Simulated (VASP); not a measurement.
Method: r2SCAN meta-GGA, VASP's PBE PAW potentials (set 64) (plane waves; VASP 6.6.1).

The input files of a VASP run:

### INCAR
```
! general
SYSTEM =Hf2Si
PREC   =Accurate
ENCUT  =400
LREAL  =.False.
LASPH  =.True.

! electronic loop
EDIFF  =1E-7
NELM   =100
ALGO   =Normal
LMAXMIX=6
LMIXTAU=.True.

! smearing
ISMEAR =-5

! functional
METAGGA=R2SCAN

! ions
ISIF   =2

! output
LWAVE  =.False.
LCHARG =.False.
LORBIT =11
NEDOS  =601
```

File KPOINTS_OPT:
```
k-points along high-symmetry lines
7
Line-mode
Reciprocal
  0.000000   0.000000   0.000000 ! GAMMA
  0.000000   0.000000   0.500000 ! X

  0.000000   0.000000   0.500000 ! X
 -0.500000   0.500000   0.500000 ! M

 -0.500000   0.500000   0.500000 ! M
  0.000000   0.000000   0.000000 ! GAMMA

  0.000000   0.000000   0.000000 ! GAMMA
  0.405459   0.405459  -0.405459 ! Z

 -0.405459   0.594541   0.405459 ! Z_0
 -0.500000   0.500000   0.500000 ! M

  0.000000   0.000000   0.500000 ! X
  0.250000   0.250000   0.250000 ! P

  0.250000   0.250000   0.250000 ! P
  0.000000   0.500000   0.000000 ! N

  0.000000   0.500000   0.000000 ! N
  0.000000   0.000000   0.000000 ! GAMMA
```

**KPOINTS**
```
Automatic mesh
0
Gamma
9 9 9
0 0 0
```

### POSCAR
```
Hf2Si
1
   -3.2744442216     3.2744442216     2.5805146371
    3.2744442216    -3.2744442216     2.5805146371
    3.2744442216     3.2744442216    -2.5805146371
Hf Si
4 2
Direct
  0.8433195907   0.6566804093   0.5000000000
  0.1566804093   0.3433195907   0.5000000000
  0.6566804093   0.1566804093   0.8133608186
  0.3433195907   0.8433195907   0.1866391814
  0.7500000000   0.7500000000   0.0000000000
  0.2500000000   0.2500000000   0.0000000000
```

POTCAR, in this order: Hf_pv Si (PBE.64 set). Program: vasp_std.

Output of the run:

**OSZICAR**
```
       N       E                     dE             d eps       ncg     rms          rms(c)
DAV:   1     0.226799947349E+02    0.22680E+02   -0.23356E+04  4240   0.137E+03
DAV:   2    -0.202682817295E+03   -0.22536E+03   -0.21866E+03  5144   0.338E+02
DAV:   3    -0.215125130537E+03   -0.12442E+02   -0.11672E+02  5464   0.516E+01
DAV:   4    -0.215456347872E+03   -0.33122E+00   -0.32447E+00  5052   0.853E+00
DAV:   5    -0.215464178821E+03   -0.78309E-02   -0.78528E-02  5108   0.119E+00    0.107E+02
DAV:   6    -0.203507565457E+03    0.11957E+02   -0.45044E+00  4620   0.126E+01    0.627E+01
DAV:   7    -0.199353636701E+03    0.41539E+01   -0.41691E+00  4368   0.130E+01    0.623E+00
DAV:   8    -0.203583690342E+03   -0.42301E+01   -0.35677E+00  4428   0.111E+01    0.155E+01
DAV:   9    -0.203624943051E+03   -0.41253E-01   -0.23740E-01  4728   0.279E+00    0.147E+00
DAV:  10    -0.202872563406E+03    0.75238E+00   -0.30092E-01  4444   0.485E+00    0.255E+00
DAV:  11    -0.202875241602E+03   -0.26782E-02   -0.69431E-03  5376   0.424E-01    0.294E+00
DAV:  12    -0.202875198000E+03    0.43603E-04   -0.25095E-04  5068   0.763E-02    0.305E+00
DAV:  13    -0.202842112300E+03    0.33086E-01   -0.22075E-01  4744   0.297E+00    0.116E+00
DAV:  14    -0.202864927206E+03   -0.22815E-01   -0.99484E-03  4844   0.525E-01    0.160E+00
DAV:  15    -0.202867807480E+03   -0.28803E-02   -0.39878E-04  5340   0.923E-02    0.169E+00
DAV:  16    -0.202893708114E+03   -0.25901E-01   -0.15284E-02  4788   0.771E-01    0.201E+00
DAV:  17    -0.202899431720E+03   -0.57236E-02   -0.73076E-03  4688   0.610E-01    0.231E+00
DAV:  18    -0.202899268649E+03    0.16307E-03   -0.38702E-04  5308   0.105E-01    0.201E+00
DAV:  19    -0.202898984749E+03    0.28390E-03   -0.15436E-04  4792   0.597E-02    0.164E+00
DAV:  20    -0.202898182831E+03    0.80192E-03   -0.13908E-03  4528   0.160E-01    0.630E-01
DAV:  21    -0.202898038300E+03    0.14453E-03   -0.36084E-04  4940   0.889E-02    0.268E-01
DAV:  22    -0.202898049557E+03   -0.11256E-04   -0.57626E-05  4624   0.605E-02    0.949E-02
DAV:  23    -0.202898030833E+03    0.18723E-04   -0.14095E-04  4632   0.533E-02    0.136E-02
DAV:  24    -0.202898027153E+03    0.36799E-05   -0.82584E-06  5352   0.151E-02    0.142E-02
DAV:  25    -0.202898028044E+03   -0.89117E-06   -0.19611E-06  4136   0.649E-03    0.570E-03
DAV:  26    -0.202898026570E+03    0.14747E-05   -0.90063E-07  4444   0.508E-03    0.660E-03
DAV:  27    -0.202898026227E+03    0.34307E-06   -0.15688E-07  2824   0.230E-03    0.127E-03
DAV:  28    -0.202898026413E+03   -0.18616E-06   -0.22422E-08  2512   0.923E-04    0.193E-03
DAV:  29    -0.202898026308E+03    0.10498E-06   -0.99622E-09  2452   0.661E-04    0.751E-04
DAV:  30    -0.202898026344E+03   -0.36423E-07   -0.39820E-09  2436   0.439E-04
   1 F= -.20289803E+03 E0= -.20289803E+03  d E =0.000000E+00
       N       E                     dE             ncg
```

OUTCAR:
```
------------------------ aborting loop because EDIFF is reached ----------------------------------------
  FORCE on cell =-STRESS in cart. coord.  units (eV):
  Direction    XX          YY          ZZ          XY          YZ          ZX
  --------------------------------------------------------------------------------------
  Total        0.0110897      0.0110897      0.0946506      0.0000000      0.0000000      0.0000000
  in kB        0.1605427      0.1605427      1.3702266      0.0000000      0.0000000      0.0000000
  external PRESSURE =       0.5637707 kB  Pullay stress =       0.0000000 kB
  volume of cell :      110.67
      direct lattice vectors                 reciprocal lattice vectors
    -3.274444222  3.274444222  2.580514637     0.000000000  0.152697669  0.193759800
     3.274444222 -3.274444222  2.580514637     0.152697669  0.000000000  0.193759800
     3.274444222  3.274444222 -2.580514637     0.152697669  0.152697669  0.000000000
 POSITION                                       TOTAL-FORCE (eV/Angst)
 -----------------------------------------------------------------------------------
      1.02608      2.24836      2.58051        -0.015334      0.015334     -0.000000
      2.24836      1.02608      0.00000         0.015334     -0.015334     -0.000000
      1.02608      4.30053      0.00000        -0.015334     -0.015334      0.000000
      2.24836     -1.02608      2.58051         0.015334      0.015334     -0.000000
      0.00000      0.00000      3.87077        -0.000000      0.000000     -0.000000
      0.00000      0.00000      1.29026        -0.000000      0.000000     -0.000000
 -----------------------------------------------------------------------------------
    total drift:                               -0.000000      0.000000     -0.000000
  FREE ENERGIE OF THE ION-ELECTRON SYSTEM (eV)
  ---------------------------------------------------
  free  energy   TOTEN  =      -202.8980263442 eV

  energy  without entropy=     -202.8980263442  energy(sigma->0) =     -202.89802634

 total charge

# of ion       s       p       d       tot
------------------------------------------
    1        0.344   6.473   1.569   8.386
    2        0.344   6.473   1.569   8.386
    3        0.344   6.473   1.569   8.386
    4        0.344   6.473   1.569   8.386
    5        0.741   0.989   0.000   1.730
    6        0.741   0.989   0.000   1.730
--------------------------------------------------
tot          2.858  27.870   6.275  37.003
```
(Selected blocks of OUTCAR.)

For a metal the tetrahedron method with Blöchl corrections gives inexact stress and forces.

The structure comes from a computed database's Hf2Si entry (I4/mcm); how it stands against other phases isn't given here. It was relaxed first.
